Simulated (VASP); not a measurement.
Here is the system:

```yaml
crystal:
  lattice:
    - [0.00000, 2.68810, 2.68810]
    - [2.68810, 0.00000, 2.68810]
    - [2.68810, 2.68810, 0.00000]
  atoms:
    - { symbol: Mg, position: [0.00000, 0.00000, 0.00000] }
    - { symbol: Se, position: [0.50000, 0.50000, 0.50000] }
```

Level of theory: PBE GGA, VASP's PBE PAW potentials (set 64) (plane waves; VASP 6.6.1). Run with 500 eV cut-off, 9×9×9 Γ-centred mesh, Gaussian smearing of 0.050 eV, potentials Mg Se.

Estimate the energy per atom (σ→0), pressure.

```json
{
 "energy per atom (σ→0)": "-3.724 eV/atom",
 "pressure": "5.01 GPa"
}
```

The absolute energy has meaning only against runs of the same code, potentials and settings.

The compound is MgSe in the rock salt structure. It was relaxed first under an external pressure of 5 GPa.
